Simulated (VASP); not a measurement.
Level of theory: optB88-vdW, VASP's PBE PAW potentials (set 64) (plane waves; VASP).

VASP ran on this input.

### POSCAR
```
AuZn
1.0
  3.1546733356   0.0000000000   0.0000000000
  0.0000000000   3.1546733356   0.0000000000
  0.0000000000   0.0000000000   3.1546733356
Zn Au
1 1
direct
  0.5000000000   0.5000000000   0.5000000000
  0.0000000000   0.0000000000   0.0000000000
```

**KPOINTS**
```
Automatic mesh
0
Gamma
11 11 11
0 0 0
```

### INCAR
```
SYSTEM = AuZn
PREC = Accurate; ENCUT = 520; LREAL = .FALSE.
LASPH = .TRUE.
EDIFF = 1E-7; NELM = 100; ALGO = Normal
LMAXMIX = 6
ISMEAR = 1; SIGMA = 0.1
GGA = BO; LUSE_VDW = .TRUE.; AGGAC = 0.0
PARAM1 = 0.1833333333; PARAM2 = 0.22
ISIF = 2
LWAVE = .FALSE.; LCHARG = .FALSE.
```

POTCAR, in this order: Zn Au (PBE.64 set). Program: vasp_std.

What VASP printed:

**OUTCAR**
```
 ion  position               nearest neighbor table
   1  0.500  0.500  0.500-   2 2.73   2 2.73   2 2.73   2 2.73   2 2.73   2 2.73   2 2.73   2 2.73
  LATTYP: Found a simple cubic cell.
 ALAT       =     3.1546733356
 Subroutine PRICEL returns:
 Original cell was already a primitive cell.
 Subroutine GETGRP returns: Found 48 space group operations
The static configuration has the point symmetry O_h .
The dynamic configuration has the point symmetry O_h .
 Subroutine INISYM returns: Found 48 space group operations
 Subroutine IBZKPT returns following result:
 Found     56 irreducible k-points:

 Following reciprocal coordinates:
            Coordinates               Weight
  0.000000  0.000000  0.000000      1.000000
  0.090909  0.000000  0.000000      6.000000
  0.181818  0.000000  0.000000      6.000000
  0.272727  0.000000  0.000000      6.000000
  0.363636  0.000000  0.000000      6.000000
  0.454545  0.000000  0.000000      6.000000
  0.090909  0.090909  0.000000     12.000000
  0.181818  0.090909  0.000000     24.000000
  0.272727  0.090909  0.000000     24.000000
  0.363636  0.090909  0.000000     24.000000
  0.454545  0.090909  0.000000     24.000000
  0.181818  0.181818  0.000000     12.000000
  0.272727  0.181818  0.000000     24.000000
  0.363636  0.181818  0.000000     24.000000
  0.454545  0.181818  0.000000     24.000000
  0.272727  0.272727  0.000000     12.000000
  0.363636  0.272727  0.000000     24.000000
  0.454545  0.272727  0.000000     24.000000
  0.363636  0.363636  0.000000     12.000000
  0.454545  0.363636  0.000000     24.000000
  0.454545  0.454545  0.000000     12.000000
  0.090909  0.090909  0.090909      8.000000
  0.181818  0.090909  0.090909     24.000000
  0.272727  0.090909  0.090909     24.000000
  0.363636  0.090909  0.090909     24.000000
  0.454545  0.090909  0.090909     24.000000
  0.181818  0.181818  0.090909     24.000000
  0.272727  0.181818  0.090909     48.000000
  0.363636  0.181818  0.090909     48.000000
  0.454545  0.181818  0.090909     48.000000
  0.272727  0.272727  0.090909     24.000000
  0.363636  0.272727  0.090909     48.000000
  0.454545  0.272727  0.090909     48.000000
  0.363636  0.363636  0.090909     24.000000
  0.454545  0.363636  0.090909     48.000000
  0.454545  0.454545  0.090909     24.000000
  0.181818  0.181818  0.181818      8.000000
  0.272727  0.181818  0.181818     24.000000
  0.363636  0.181818  0.181818     24.000000
  0.454545  0.181818  0.181818     24.000000
   k-points           NKPTS =     56   k-points in BZ     NKDIM =     56   number of bands    NBANDS=     15
   number of dos      NEDOS =    301   number of ions     NIONS =      2
   total plane-waves  NPLWV =  13824
   dimension x,y,z NGX =    24 NGY =   24 NGZ =   24
   dimension x,y,z NGXF=    48 NGYF=   48 NGZF=   48
   ions per type =               1   1
   PREC   = accura    normal or accurate (medium, high low for compatibility)
   ISTART =      0    job   : 0-new  1-cont  2-samecut
   ICHARG =      2    charge: 1-file 2-atom 10-const
   ISPIN  =      1    spin polarized calculation?
   LNONCOLLINEAR =      F non collinear calculations
   LSORBIT =      F    spin-orbit coupling
   INIWAV =      1    electr: 0-lowe 1-rand  2-diag
   ENCUT  =  520.0 eV  38.22 Ry    6.18 a.u.   5.87  5.87  5.87*2*pi/ulx,y,z
   NELM   =    100;   NELMIN=  2; NELMDL= -5     # of ELM steps
   EDIFF  = 0.1E-06   stopping-criterion for ELM
   LREAL  =      F    real-space projection
   NLSPLINE    = F    spline interpolate recip. space projectors
   LMAXMIX     =    6 max onsite mixed and CHGCAR
   VOSKOWN=      0    Vosko Wilk Nusair interpolation
...
```

File OSZICAR:
```
       N       E                     dE             d eps       ncg     rms          rms(c)
DAV:   1     0.134992278516E+03    0.13499E+03   -0.11847E+04  1696   0.199E+03
DAV:   2     0.495556285174E+01   -0.13004E+03   -0.12545E+03  1778   0.348E+02
DAV:   3     0.722460040984E+00   -0.42331E+01   -0.42209E+01  2086   0.726E+01
DAV:   4     0.697635568830E+00   -0.24824E-01   -0.24823E-01  1918   0.482E+00
DAV:   5     0.697340467081E+00   -0.29510E-03   -0.29510E-03  2093   0.531E-01    0.820E+00
DAV:   6     0.108516559228E+01    0.38783E+00   -0.13579E+00  1722   0.132E+01    0.516E+00
DAV:   7     0.111016216845E+01    0.24997E-01   -0.33016E-02  2229   0.458E+00    0.275E+00
DAV:   8     0.111819501226E+01    0.80328E-02   -0.10883E-02  1932   0.127E+00    0.144E-01
DAV:   9     0.111815820023E+01   -0.36812E-04   -0.34203E-04  1884   0.226E-01    0.705E-02
DAV:  10     0.111813690929E+01   -0.21291E-04   -0.55776E-05  2004   0.133E-01    0.162E-02
DAV:  11     0.111813596582E+01   -0.94346E-06   -0.13762E-05  1925   0.996E-02    0.433E-03
DAV:  12     0.111813600201E+01    0.36185E-07   -0.41124E-07  2002   0.170E-02
   1 F= 0.11181360E+01 E0= 0.11181066E+01  d E =0.880677E-04
```

### OUTCAR
```
------------------------ aborting loop because EDIFF is reached ----------------------------------------
  FORCE on cell =-STRESS in cart. coord.  units (eV):
  Direction    XX          YY          ZZ          XY          YZ          ZX
  --------------------------------------------------------------------------------------
  Total        0.7942069      0.7942069      0.7942069     -0.0000000      0.0000000     -0.0000000
  in kB       40.5304168     40.5304168     40.5304168     -0.0000000      0.0000000     -0.0000000
  external PRESSURE =      40.5304168 kB  Pullay stress =       0.0000000 kB
  volume of cell :       31.40
      direct lattice vectors                 reciprocal lattice vectors
     3.154673336  0.000000000  0.000000000     0.316990031  0.000000000  0.000000000
     0.000000000  3.154673336  0.000000000     0.000000000  0.316990031  0.000000000
     0.000000000  0.000000000  3.154673336     0.000000000  0.000000000  0.316990031
 POSITION                                       TOTAL-FORCE (eV/Angst)
 -----------------------------------------------------------------------------------
      1.57734      1.57734      1.57734         0.000000      0.000000      0.000000
      0.00000      0.00000      0.00000         0.000000      0.000000      0.000000
 -----------------------------------------------------------------------------------
    total drift:                                0.000000      0.000000     -0.000000
  FREE ENERGIE OF THE ION-ELECTRON SYSTEM (eV)
  ---------------------------------------------------
  free  energy   TOTEN  =         1.1181360020 eV

  energy  without entropy=        1.1180479343  energy(sigma->0) =        1.11810665
```
(Selected blocks of OUTCAR.)

The compound is AuZn in the CsCl type structure. This cell is one point of a volume scan, at 0.97 of the reference volume. The electron count is odd and the run is not spin-polarised, which forces a metal.
